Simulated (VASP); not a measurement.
Set up this calculation in VASP 6.6.1, as the native input.

* Task: single point
* Functional: LDA
* Potentials or basis: VASP PAW LDA potentials, release 64 (Sb, As)
* Cutoff: 520 eV
* k mesh: 15 × 15 × 15
* Occupations: gaussian, width 0.15 eV
* Spin: no spin polarisation
* Dipole correction: no
* Further INCAR settings: ALGO = Fast; EDIFF = 1e-06; NBANDS = 12

The structure of SbAs lies in POSCAR:

```
SbAs
1.0
    2.0327141219      1.1735880455      3.7165943000
   -2.0327141219      1.1735880455      3.7165943000
    0.0000000000     -2.3471760909      3.7165943000
Sb As
1 1
Direct
    0.2290984100      0.2290984100      0.2290984100
    0.7708995900      0.7708995900      0.7708995900
```

The cell is a database's computed one.

These files were run (other wordings do the same):

INCAR

```
SYSTEM = SbAs
PREC = Accurate
ENCUT = 520
EDIFF = 1E-6
ISMEAR = 0
SIGMA = 0.15
LREAL = .FALSE.
LASPH = .TRUE.
NELM = 100
ALGO = Fast
ISIF = 2
LWAVE = .FALSE.
LCHARG = .FALSE.
GGA = CA
NBANDS = 12
```

KPOINTS

```
Automatic mesh
0
G
  15 15 15
  0 0 0
```

Potentials or basis: VASP PAW LDA potentials, release 64 (Sb, As).

Command:

```console
$ cat potpaw_LDA.64/Sb/POTCAR potpaw_LDA.64/As/POTCAR > POTCAR
$ mpirun -np 1 vasp_std > vasp.out
```

Results of the run:

```json
{"Pressure": "-2.7 GPa", "Largest force": "0.072 eV/Å", "Band gap on the k mesh": "none (metal or under the smearing width)"}
```

It took 110 s on 1 thread of Intel(R) Xeon(R) Platinum 8488C (Sapphire Rapids) (shared host), peak memory 0.36 GiB.
